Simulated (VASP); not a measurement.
An input for Ansatz (written as the equivalent of a VASP run, and not itself run):

Ansatz 0.2 input:
```yaml
crystal:
  lattice:
    - [-2.4128500, 2.4128500, 2.4128500]
    - [2.4128500, -2.4128500, 2.4128500]
    - [2.4128500, 2.4128500, -2.4128500]
  atoms:
    - { symbol: Sr, position: [0.0000000, 0.0000000, 0.0000000] }
kpoints:
  mp_grid: { grid: [10, 10, 10] }
hamiltonian:
  xc: r2scan
  pseudopotentials: { kind: paw }
scf:
  occupations: { method: methfessel_paxton, width: 0.1 }
  max_iter: 100
relax:
  max_steps: 60
  f_tol: 0.01
  cell: {}
output: { forces: true, stress: true, eigenvalues: true }
```

Problem. Translate this input to VASP (INCAR, KPOINTS, POSCAR, choice of POTCAR).

Solution. Several could match; the one computed here: 
**KPOINTS**
```
K-points
0
G
  10 10 10
0 0 0
```

POSCAR:
```
Sr
1.0
 -2.4128500000   2.4128500000   2.4128500000
  2.4128500000  -2.4128500000   2.4128500000
  2.4128500000   2.4128500000  -2.4128500000
Sr
1
Cart
  0.0000000000   0.0000000000   0.0000000000
```

INCAR:
```
SYSTEM = Sr
PREC = Accurate
ENCUT = 400
EDIFF = 1E-6
NELM = 100
ALGO = Normal
LREAL = .FALSE.
LASPH = .TRUE.
ISMEAR = 1
SIGMA = 0.1
METAGGA = R2SCAN
LMIXTAU = .TRUE.
LMAXMIX = 4
LWAVE = .FALSE.
LCHARG = .FALSE.
IBRION = 2
ISIF = 3
NSW = 60
EDIFFG = -0.01
```

POTCAR, in this order: Sr_sv (PBE.64 set). Program: vasp_std.

What does not carry over: each code has its own PAW files, so the cut-off isn't converted (ENCUT is set for VASP's; basis.ecutwfc is left out, and Ansatz then takes the one that its files recommend); Ansatz stops its SCF on the density residual and VASP on the energy change (EDIFF).

The structure was generated: Sr was put into the bcc type (Im-3m), which need not be its known phase. This run relaxes it. Symmetry was kept, so distortions that lower it aren't found.
